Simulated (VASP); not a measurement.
# ClSiBrH2 in VASP: settings compared, part 2 of 2

VASP 6.6.1. Earlier steps stand in the parts before.

### Step 5. Relaxation of the atoms, PBE+TS

File INCAR:

```
PREC     = Accurate       # precision mode
ENCUT    = 900            # plane-wave cutoff, eV
EDIFF    = 1E-7           # SCF threshold, eV
ISMEAR   = 0              # smearing method
SIGMA    = 0.01           # smearing width, eV
LREAL    = False          # projectors in reciprocal space
LASPH    = True           # aspherical terms in the spheres
NELM     = 80             # most SCF steps
ALGO     = Fast           # electronic algorithm
ISIF     = 2              # what is computed and relaxed
LWAVE    = False          # write WAVECAR
LCHARG   = False          # write CHGCAR
GGA      = PE             # functional
IVDW     = 2              # dispersion correction
IBRION   = 2              # ionic algorithm
NSW      = 40             # ionic steps
EDIFFG   = -0.01          # ionic threshold
```

File KPOINTS:

```
Automatic mesh
0
Gamma
  1 1 1
```

File POSCAR:

```
SiH2BrCl
1.0
   12.0000000000      0.0000000000      0.0000000000
    0.0000000000     12.0000000000      0.0000000000
    0.0000000000      0.0000000000     12.0000000000
Cl Si Br H
1 1 1 2
Cartesian
    4.8980499600      5.4842000400      7.5105500400
    5.9549499600      5.9433000000      5.8260500400
    4.8126500400      7.3407000000      4.5574500000
    6.1820499600      4.7013000000      5.0619500400
    7.2133500000      6.6018999600      6.2269500000
```

Potentials or basis: VASP PAW PBE potentials, release 64 (Cl_h, Si, Br, H_h).

Launch:

```console
$ cat potpaw_PBE.64/Cl_h/POTCAR potpaw_PBE.64/Si/POTCAR potpaw_PBE.64/Br/POTCAR potpaw_PBE.64/H_h/POTCAR > POTCAR
$ mpirun -np 1 vasp_gam > vasp.out
```

OUTCAR:

```text
PREC = Accurate
   ENCUT = 900
   EDIFF = 1E-7
   ISMEAR = 0
   LREAL = False
   LASPH = True
   NELM = 80
   ISIF = 2
   GGA = PE
   IVDW = 2
   IBRION = 2
   NSW = 40
   EDIFFG = -0.01
  IVDW =   2

 ion  position               nearest neighbor table
   1  0.408  0.457  0.626-   2 2.04
   2  0.496  0.495  0.486-   4 1.48   5 1.48   1 2.04   3 2.21
   3  0.401  0.612  0.380-   2 2.21
   4  0.515  0.392  0.422-   2 1.48
   5  0.601  0.550  0.519-   2 1.48

  LATTYP: Found a simple cubic cell.
 ALAT       =    12.0000000000

  Lattice vectors:

 A1 = (  12.0000000000,   0.0000000000,   0.0000000000)
 A2 = (   0.0000000000,  12.0000000000,   0.0000000000)
 A3 = (   0.0000000000,   0.0000000000,  12.0000000000)

Analysis of symmetry for initial positions (statically):
=====================================================================
 Subroutine PRICEL returns:
 Original cell was already a primitive cell.

 Routine SETGRP: Setting up the symmetry group for a
 simple cubic supercell.

 Subroutine GETGRP returns: Found  1 space group operations
 (whereof  1 operations were pure point group operations)
 out of a pool of 48 trial point group operations.

The static configuration has the point symmetry C_1 .

Analysis of symmetry for dynamics (positions and initial velocities):
=====================================================================
 Subroutine PRICEL returns:
 Original cell was already a primitive cell.

 Routine SETGRP: Setting up the symmetry group for a
 simple cubic supercell.

 Subroutine GETGRP returns: Found  1 space group operations
 (whereof  1 operations were pure point group operations)
 out of a pool of 48 trial point group operations.

The dynamic configuration has the point symmetry C_1 .

 Subroutine INISYM returns: Found  1 space group operations
 (whereof  1 operations are pure point group operations),
 and found     1 'primitive' translations

----------------------------------------------------------------------------------------

                                     Primitive cell

  volume of cell :    1728.0000

  direct lattice vectors                    reciprocal lattice vectors
    12.000000000  0.000000000  0.000000000     0.083333333  0.000000000  0.000000000
     0.000000000 12.000000000  0.000000000     0.000000000  0.083333333  0.000000000
     0.000000000  0.000000000 12.000000000     0.000000000  0.000000000  0.083333333

  length of vectors
    12.000000000 12.000000000 12.000000000     0.083333333  0.083333333  0.083333333

  position of ions in fractional coordinates (direct lattice)
     0.408170830  0.457016670  0.625879170
     0.496245830  0.495275000  0.485504170
     0.401054170  0.611725000  0.379787500
     0.515170830  0.391775000  0.421829170
     0.601112500  0.550158330  0.518912500

  ion indices of the primitive-cell ions
   primitive index   ion index
                 1           1
                 2           2
                 3           3
                 4           4
                 5           5

----------------------------------------------------------------------------------------

 KPOINTS: Automatic mesh

Automatic generation of k-mesh.
 Grid dimensions read from file:
 generate k-points for:    1    1    1

 Generating k-lattice:

  Cartesian coordinates                     Fractional coordinates (reciprocal lattice)
     0.083333333  0.000000000  0.000000000     1.000000000  0.000000000  0.000000000
     0.000000000  0.083333333  0.000000000     0.000000000  1.000000000  0.000000000
     0.000000000  0.000000000  0.083333333     0.000000000  0.000000000  1.000000000

  Length of vectors
     0.083333333  0.083333333  0.083333333

  Shift w.r.t. Gamma in fractional coordinates (k-lattice)
     0.000000000  0.000000000  0.000000000

 Subroutine IBZKPT returns following result:
 ===========================================

 Found      1 irreducible k-points:

 Following reciprocal coordinates:
            Coordinates               Weight
  0.000000  0.000000  0.000000      1.000000
   k-points           NKPTS =      1   k-points in BZ     NKDIM =      1   number of bands    NBANDS=     14
   number of dos      NEDOS =    301   number of ions     NIONS =      5
   total plane-waves  NPLWV = ******
   dimension x,y,z NGX =   120 NGY =  120 NGZ =  120
   dimension x,y,z NGXF=   240 NGYF=  240 NGZF=  240
   ions per type =               1   1   1   2
   NGX,Y,Z   is equivalent  to a cutoff of  16.62, 16.62, 16.62 a.u.
   NGXF,Y,Z  is equivalent  to a cutoff of  33.25, 33.25, 33.25 a.u.
 SYSTEM =  unknown system
   PREC   = accura    normal or accurate (medium, high low for compatibility)
   ISTART =      0    job   : 0-new  1-cont  2-samecut
   ICHARG =      2    charge: 1-file 2-atom 10-const
   ISPIN  =      1    spin polarized calculation?
   LNONCOLLINEAR =      F non collinear calculations
   LSORBIT =      F    spin-orbit coupling
   LASPH  =      T    aspherical Exc in radial PAW
   ENCUT  =  900.0 eV  66.15 Ry    8.13 a.u.  29.35 29.35 29.35*2*pi/ulx,y,z
   NELM   =     80;   NELMIN=  2; NELMDL= -5     # of ELM steps
   EDIFF  = 0.1E-06   stopping-criterion for ELM
   LREAL  =      F    real-space projection
   EDIFFG = -.1E-01   stopping-criterion for IOM
   NSW    =     40    number of steps for IOM
   IBRION =      2    ionic relax: 0-MD 1-quasi-New 2-CG
   NFREE  =      1    steps in history (QN), initial steepest desc. (CG)
   ISIF   =      2    stress and relaxation
   ISYM   =      2    0-nonsym 1-usesym 2-fastsym
   POTIM  = 0.5000    time-step for ionic-motion
   TEBEG  =    0.0;   TEEND  =   0.0 temperature during run
   PSTRESS=    0.0 pullay stress
   NELECT =      20.0000    total number of electrons
   NUPDOWN=      -1.0000    fix difference up-down
   EMIN   =  10.00;   EMAX   =-10.00  energy-range for DOS
   EFERMI =   0.00;   METHOD = LEGACY
   ISMEAR =     0;   SIGMA  =   0.01  broadening in eV -4-tet -1-fermi 0-gaus
   EFERMI_NEDOS =   21; number of points for ismear=-14 and -15
   IALGO  =     68    algorithm
   IMIX   =      4    mixing-type and parameters
     AMIX     =   0.40;   BMIX     =  1.00
     AMIX_MAG =   1.60;   BMIX_MAG =  1.00
  volume/ion in A,a.u.               =     345.60      2332.22
  Fermi-wavevector in a.u.,A,eV,Ry     =   0.370314  0.699792  1.865801  0.137133
  Thomas-Fermi vector in A             =   1.297595
   LORBIT       =      0    0 simple, 1 ext, 2 COOP (PROOUT), +10 PAW based schemes
   GGA     = PE    functional components
   LHFCALC =     F    Hartree Fock is set to
   AEXX    =    0.0000 exact exchange contribution
   IVDW    =     2    specifies the selected vdW correction
   LEPSILON=     F    determine dielectric tensor
   LRPA    =     F    only Hartree local field effects (RPA)
 conjugate gradient relaxation of ions
 non-spin polarized calculation
 RMM-DIIS sequential band-by-band and
 Gauss-broadening in eV      SIGMA  =   0.01
  energy-cutoff  :      900.00
  volume of cell :     1728.00
 maximum number of plane-waves:     53024
 NGX is ok and might be reduce to   120
   NGX = 59   NGY = 59   NGZ = 59

--------------------------------------- Ionic step        1  -------------------------------------------

 number of electron      20.0000000 magnetization

 Free energy of the ion-electron system (eV)
  ---------------------------------------------------
  ext. energy  EPLUGINS =         0.00000000
  ---------------------------------------------------
  free energy    TOTEN  =       -18.25938075 eV

  energy without entropy =      -18.25938075  energy(sigma->0) =      -18.25938075

------------------------ aborting loop because EDIFF is reached ----------------------------------------

  Tkatchenko/Scheffler method for vdW energy calculation

  Number of pair interactions contributing to vdW energy:    4494
[... 120 lines left out ...]
  FREE ENERGIE OF THE ION-ELECTRON SYSTEM (eV)
  ---------------------------------------------------
  free  energy   TOTEN  =       -18.2853573281 eV

  energy  without entropy=      -18.2853573281  energy(sigma->0) =      -18.28535733

[... ionic steps 4 to 7 ...]

--------------------------------------- Ionic step        8  -------------------------------------------

 number of electron      19.9999999 magnetization

------------------------ aborting loop because EDIFF is reached ----------------------------------------
[... 85 lines left out ...]
--------------------------------------- Ionic step       10  -------------------------------------------

 number of electron      19.9999999 magnetization

 Free energy of the ion-electron system (eV)
  ---------------------------------------------------
  ext. energy  EPLUGINS =         0.00000000
  ---------------------------------------------------
  free energy    TOTEN  =       -18.26406944 eV

  energy without entropy =      -18.26406944  energy(sigma->0) =      -18.26406944

 E-fermi :  -6.9232     XC(G=0):  -0.8819

 val. band max:       -7.0343642574   @ k =   0.0000   0.0000   0.0000
 cond. band min:      -1.1989908147   @ k =   0.0000   0.0000   0.0000
 fundamental gap:      5.8353734427
 Fermi energy:        -6.9231549125

 k-point     1 :       0.0000    0.0000    0.0000
  band No.  band energies     occupation
      1     -20.7748      2.00000
      2     -19.9120      2.00000
      3     -13.3155      2.00000
      4      -9.7709      2.00000
      5      -9.5238      2.00000
      6      -9.3997      2.00000
      7      -7.8439      2.00000
      8      -7.7039      2.00000
      9      -7.1876      2.00000
     10      -7.0344      2.00000
     11      -1.1990      0.00000
     12      -0.7544      0.00000
     13      -0.4063      0.00000
     14       0.2723      0.00000

------------------------ aborting loop because EDIFF is reached ----------------------------------------

  Hirshfeld charges:
            ion         q(e)
   ------------------------------
      1     Cl      -0.09985121
      2     Si       0.29652480
      3     Br      -0.08083867
      4     H       -0.05793298
      5     H       -0.05790195
[... 34 lines left out ...]
  FREE ENERGIE OF THE ION-ELECTRON SYSTEM (eV)
  ---------------------------------------------------
  free  energy   TOTEN  =       -18.2858117675 eV

  energy  without entropy=      -18.2858117675  energy(sigma->0) =      -18.28581177

 reached required accuracy - stopping structural energy minimisation
```

Run time: 26 min. Hardware: 1 thread of Intel Xeon Platinum 8375C at 2.90GHz (Ice Lake), shared host; peak memory 2.5 GiB.

What came out:

```yaml
Free_energy: -18.2858 eV
Energy_gained_by_relaxing: 1.2 meV/atom
Ionic_steps: 10
Largest_force_after_relaxing: 0.009 eV/Å
Gap_between_the_frontier_levels: 5.84 eV
Hirshfeld_charges: Cl -0.10; Si +0.30; Br -0.08; H -0.06 e
Dispersion_energy_per_atom: -0.004 eV
```

Forces in eV/Å, atoms in the order of the input:
```
Cl   0.000 -0.004  0.006
Si  -0.004  0.006 -0.006
Br   0.007 -0.004  0.000
H   -0.004 -0.003 -0.003
H    0.001  0.005  0.003
```

Step by step:
| step | energy change (eV) | largest force (eV/Å) | pressure (GPa) |
| --- | --- | --- | --- |
| 1 | 0.0000 | 0.2941 | 0.05 |
| 2 | -0.0055 | 0.1102 | 0.00 |
| 3 | -0.0055 | 0.1233 | 0.00 |
| 4 | -0.0057 | 0.0767 | -0.01 |
| 5 | -0.0058 | 0.0170 | 0.00 |
| 6 | -0.0058 | 0.0166 | 0.00 |
| 7 | -0.0059 | 0.0158 | 0.00 |
| 8 | -0.0059 | 0.0201 | 0.00 |
| 9 | -0.0059 | 0.0251 | 0.00 |
| 10 | -0.0060 | 0.0094 | 0.00 |

Final structure:
```
Cl Si Br H
1.0
    12.00000    0.00000    0.00000
     0.00000   12.00000    0.00000
     0.00000    0.00000   12.00000
Cl Si Br H
1 1 1 2
Direct
  0.40788 0.45646 0.62704
  0.49624 0.49530 0.48547
  0.40057 0.61265 0.37870
  0.51531 0.39112 0.42153
  0.60175 0.55042 0.51917
```

PBE gaps usually lie below the measured ones, often by a third to a half.

### Step 6. Single point, SCAN

File INCAR:

```
PREC = Accurate
ENCUT = 520
EDIFF = 1E-7
ISMEAR = 0
SIGMA = 0.01
LREAL = F
LASPH = T
NELM = 100
ALGO = Normal
ISIF = 2
LWAVE = F
LCHARG = F
METAGGA = SCAN
LMIXTAU = T
```

File KPOINTS:

```
regular mesh
0
Gamma
  1 1 1
```

File POSCAR:

```
SiH2BrCl
1.0
   12.0000000000      0.0000000000      0.0000000000
    0.0000000000     12.0000000000      0.0000000000
    0.0000000000      0.0000000000     12.0000000000
Cl Si Br H
1 1 1 2
Direct
    0.4081708300      0.4570166700      0.6258791700
    0.4962458300      0.4952750000      0.4855041700
    0.4010541700      0.6117250000      0.3797875000
    0.5151708300      0.3917750000      0.4218291700
    0.6011125000      0.5501583300      0.5189125000
```

Potentials or basis: VASP PAW PBE potentials, release 64 (Cl, Si, Br, H).

Launch:

```console
$ cat potpaw_PBE.64/Cl/POTCAR potpaw_PBE.64/Si/POTCAR potpaw_PBE.64/Br/POTCAR potpaw_PBE.64/H/POTCAR > POTCAR
$ mpirun -np 1 vasp_gam > vasp.out
```

Run time: 11 min. Hardware: 1 thread of Intel Xeon Platinum 8375C at 2.90GHz (Ice Lake), shared host; peak memory 1.6 GiB.

The run converged. Its results:

| Item | Value |
| --- | --- |
| Free energy | -46.9525 eV |
| Largest force | 0.115 eV/Å |
| Gap between the frontier levels | 6.67 eV |

Forces in eV/Å, atoms in the order of the input:
```
Cl   0.061  0.031 -0.088
Si   0.019 -0.018  0.010
Br   0.040 -0.055  0.049
H   -0.021  0.093  0.059
H   -0.099 -0.051 -0.030
```

Levels at points of the mesh, in eV from the valence-band top:
| k point | band 8 | band 9 | band 10 | band 11 | band 12 | band 13 |
| --- | --- | --- | --- | --- | --- | --- |
| (0.00, 0.00, 0.00) | -0.71 | -0.16 | 0.00 | 6.67 | 7.06 | 7.49 |

Caveat: the PAW data sets were made with another functional, which shifts forces and pressure a little. SCAN opens gaps a little over a GGA but as a rule still falls short of measured ones.

### Step 7. Single point, RPBE+D3(BJ)

File INCAR:

```
PREC     = Accurate       # precision mode
ENCUT    = 520            # plane-wave cutoff, eV
EDIFF    = 1E-7           # SCF threshold, eV
ISMEAR   = 0              # smearing method
SIGMA    = 0.01           # smearing width, eV
LREAL    = F              # projectors in reciprocal space
LASPH    = T              # aspherical terms in the spheres
NELM     = 80             # most SCF steps
ALGO     = Fast           # electronic algorithm
ISIF     = 2              # what is computed and relaxed
LWAVE    = F              # write WAVECAR
LCHARG   = F              # write CHGCAR
GGA      = RP             # functional
IVDW     = 12             # dispersion correction
```

KPOINTS is that of step 6.

POSCAR is that of step 6.

Launch:

```console
$ cat potpaw_PBE.64/Cl/POTCAR potpaw_PBE.64/Si/POTCAR potpaw_PBE.64/Br/POTCAR potpaw_PBE.64/H/POTCAR > POTCAR
$ mpirun -np 1 vasp_gam > vasp.out
```

It took 2.3 min on 1 thread of Intel Xeon Platinum 8375C at 2.90GHz (Ice Lake), shared host; peak memory 1.4 GiB.

The run converged. Its results:

- Free energy: -19.0545 eV
- Largest force: 0.162 eV/Å
- Gap between the frontier levels: 5.99 eV
- Dispersion energy per atom: -0.201 eV

Forces on the atoms (eV/Å):
```
Cl  -0.098 -0.024  0.126
Si   0.029  0.018 -0.055
Br  -0.060  0.056 -0.039
H    0.017 -0.112 -0.069
H    0.111  0.062  0.037
```

Levels at points of the mesh, in eV from the valence-band top:
```tsv
k point	band 6	band 7	band 8	band 9	band 10	band 11	band 12	band 13	band 14
(0.00, 0.00, 0.00)	-2.38	-0.82	-0.68	-0.15	0.00	5.99	6.37	6.58	7.30
```

Caveat: the PAW data sets were made with another functional, which shifts forces and pressure a little. Expect the measured gap to be larger: semilocal functionals such as RPBE lack the derivative discontinuity.

### Step 8. The reference run

An earlier run on the cell as given: functional PBE; potentials or basis VASP PAW PBE potentials, release 64 (Cl, Si, Br, H); cutoff 520 eV; k mesh 1 × 1 × 1; occupations gaussian, width 0.01 eV; no spin polarisation.

- Largest force: 0.235 eV/Å
- Gap between the frontier levels: 5.96 eV

### Step 9. Overview

| task | level | potentials or basis | cell | cutoff (eV) | grid for exact exchange (PRECFOCK) | exchange at q = 0 | gap on the mesh (eV) | largest force (eV/Å) |
| --- | --- | --- | --- | --- | --- | --- | --- | --- |
| electron localisation function | PBE | VASP PAW PBE potentials, release 64 (Cl, Si, Br, H) | as given | 520 | - | - | 5.96 | 0.23 |
| single point | B3LYP+D4 | VASP PAW PBE potentials, release 64 (Cl, Si, Br, H) | as given | 520 | Fast | truncated | 7.60 | 0.34 |
| relaxation of the atoms | SCAN+D4 | VASP PAW PBE potentials, release 64 (Cl, Si, Br, H) | atoms relaxed | 520 | - | - | 6.71 | 0.01 |
| relaxation of the atoms | PBE+TS | VASP PAW PBE potentials, release 64 (Cl_h, Si, Br, H_h) | atoms relaxed | 900 | - | - | 5.84 | 0.01 |
| single point | SCAN | VASP PAW PBE potentials, release 64 (Cl, Si, Br, H) | as given | 520 | - | - | 6.67 | 0.12 |
| single point | RPBE+D3(BJ) | VASP PAW PBE potentials, release 64 (Cl, Si, Br, H) | as given | 520 | - | - | 5.99 | 0.16 |
| single point | PBE | VASP PAW PBE potentials, release 64 (Cl, Si, Br, H) | as given | 520 | - | - | 5.96 | 0.23 |

Alike in all rows: no spin polarisation; k mesh 1 × 1 × 1; smearing gaussian 0.01 eV.

Caveats: the PAW data sets were made with another functional, which shifts forces and pressure a little (some runs).

Total energies depend on the potentials used, so only differences within one code and one set of settings carry meaning.
